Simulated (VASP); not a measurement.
Output of a VASP run:

OSZICAR:
```
       N       E                     dE             d eps       ncg     rms          rms(c)
DAV:   1     0.801189900937E+02    0.80119E+02   -0.91115E+03   786   0.199E+03
DAV:   2    -0.315469582031E+01   -0.83274E+02   -0.80323E+02   824   0.336E+02
DAV:   3    -0.897978739369E+01   -0.58251E+01   -0.57937E+01   942   0.755E+01
DAV:   4    -0.908282763132E+01   -0.10304E+00   -0.10298E+00   919   0.107E+01
DAV:   5    -0.908486059868E+01   -0.20330E-02   -0.20327E-02   929   0.131E+00    0.506E+00
DAV:   6    -0.880511101891E+01    0.27975E+00   -0.48656E-01  1166   0.154E+01    0.338E+00
DAV:   7    -0.876384637078E+01    0.41265E-01   -0.16381E-01   959   0.338E+00    0.132E+00
DAV:   8    -0.876347495504E+01    0.37142E-03   -0.17600E-02   904   0.214E+00    0.277E-01
DAV:   9    -0.876377483828E+01   -0.29988E-03   -0.17324E-03   930   0.764E-01    0.790E-02
DAV:  10    -0.876379913807E+01   -0.24300E-04   -0.12950E-04  1109   0.131E-01    0.251E-02
DAV:  11    -0.876385348738E+01   -0.54349E-04   -0.70080E-05   799   0.785E-02    0.546E-03
DAV:  12    -0.876385354849E+01   -0.61115E-07   -0.27208E-06  1051   0.270E-02    0.516E-03
DAV:  13    -0.876385385168E+01   -0.30319E-06   -0.73603E-07   839   0.767E-03    0.189E-03
DAV:  14    -0.876385372897E+01    0.12271E-06   -0.77948E-08   552   0.398E-03    0.997E-04
DAV:  15    -0.876385371470E+01    0.14267E-07   -0.28947E-08   402   0.122E-03
   1 F= -.44004660E+01 E0= -.44004660E+01  d E =-.440047E+01
```

### OUTCAR
```
------------------------ aborting loop because EDIFF is reached ----------------------------------------
  FORCE on cell =-STRESS in cart. coord.  units (eV):
  Direction    XX          YY          ZZ          XY          YZ          ZX
  --------------------------------------------------------------------------------------
  Total        4.3598581      4.3598581      4.3598581     -0.0000000      0.0000000     -0.0000000
  in kB      199.8382169    199.8382169    199.8382169     -0.0000000      0.0000000     -0.0000000
  external PRESSURE =      -0.1617831 kB  Pullay stress =     200.0000000 kB
  volume of cell :       34.95
      direct lattice vectors                 reciprocal lattice vectors
     0.000000000  2.595124097  2.595124097    -0.192669014  0.192669014  0.192669014
     2.595124097  0.000000000  2.595124097     0.192669014 -0.192669014  0.192669014
     2.595124097  2.595124097  0.000000000     0.192669014  0.192669014 -0.192669014
  FREE ENERGIE OF THE ION-ELECTRON SYSTEM (eV)
  ---------------------------------------------------
  free  energy   TOTEN  =        -8.7638537147 eV

  energy  without entropy=       -8.7638537147  energy(sigma->0) =       -8.76385371
  enthalpy is  TOTEN    =        -4.4004660481 eV   P V=        4.3633876666

 reached required accuracy - stopping structural energy minimisation
```
(Selected blocks of OUTCAR.)

### POSCAR
```
GaP
1
    0.0000000000     2.5951240966     2.5951240966
    2.5951240966     0.0000000000     2.5951240966
    2.5951240966     2.5951240966     0.0000000000
Ga P
1 1
Direct
  0.0000000000   0.0000000000   0.0000000000
  0.2500000000   0.2500000000   0.2500000000
```

Question: Reconstruct the remaining input files.

Answer: This is not unique; one that fits is the input of the run itself, PBE GGA, plane waves, VASP's PBE PAW potentials (set 64).

### INCAR
```
ALGO = Normal
EDIFF = 1E-7
EDIFFG = -0.01
ENCUT = 480
GGA = PE
IBRION = 2
ISIF = 3
ISMEAR = 0
LASPH = .TRUE.
LCHARG = .FALSE.
LMAXMIX = 4
LREAL = .FALSE.
LWAVE = .FALSE.
NELM = 100
NSW = 40
PREC = Accurate
PSTRESS = 200
SIGMA = 0.05
SYSTEM = GaP
```

### KPOINTS
```
Regular mesh
0
G
 8 8 8
```

POTCAR, in this order: Ga_d P (PBE.64 set). Program: vasp_std.

The compound is GaP in the zinc blende structure. It was relaxed first under an external pressure of 20 GPa.
